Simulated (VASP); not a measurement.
OSZICAR of a VASP run on NbC:

**OSZICAR**
```
       N       E                     dE             d eps       ncg     rms          rms(c)
DAV:   1    -0.129142785614E+03   -0.12914E+03   -0.62169E-05  2820   0.464E-02    0.144E-02
DAV:   2    -0.129142808758E+03   -0.23144E-04   -0.29820E-04  2764   0.997E-02    0.244E-02
DAV:   3    -0.129142777925E+03    0.30833E-04   -0.17982E-04  2556   0.732E-02    0.983E-03
DAV:   4    -0.129142773147E+03    0.47779E-05   -0.26318E-05  2319   0.275E-02    0.141E-03
DAV:   5    -0.129142773251E+03   -0.10426E-06   -0.13414E-06  1500   0.570E-03
   1 F= -.12914277E+03 E0= -.12914139E+03  d E =-.414245E-02
```

**Question.** Which electronic solver shows in the log?

**Answer.** It is blocked Davidson (ALGO = Normal, or the opening steps of other solvers). The INCAR had ALGO = Normal.

**Question.** Can the final energy be trusted as converged?

**Answer.** The run converged. It stopped with EDIFF = 1E-6, NELM = 100 (PBEsol GGA, plane waves, VASP's PBE PAW potentials (set 64)).

The cell is a thin slab with vacuum, built from NbC (rock salt): (100) face.
